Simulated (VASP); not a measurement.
Energy against volume of Ta (bcc). Calculation: LDA (Ceperley-Alder, Perdew-Zunger), VASP's LDA PAW potentials (set 64) (plane waves; VASP). Settings: 520 eV cut-off, 16×16×16 Γ-centred mesh, first-order Methfessel-Paxton smearing of 0.10 eV, potentials Ta_pv.

| V (Å³/atom) | E (eV/atom) |
|---|---|
| 16.284 | -12.78243 |
| 16.803 | -12.81473 |
| 17.323 | -12.82322 |
| 17.843 | -12.81118 |

Q: Fit these four points and predict the energy of the run at 18.362 Å³/atom.

A: A cubic in V^(−2/3), the third-order Birch-Murnaghan form, passes through the four points with V0 = 17.27 Å³/atom and B0 = 213 GPa, and gives -12.7815 eV/atom there. The run gave -12.7816 eV/atom, -0.1 meV/atom from the fit; all five points give B0 = 213 GPa.

The compound is Ta in the bcc structure. It was relaxed first.
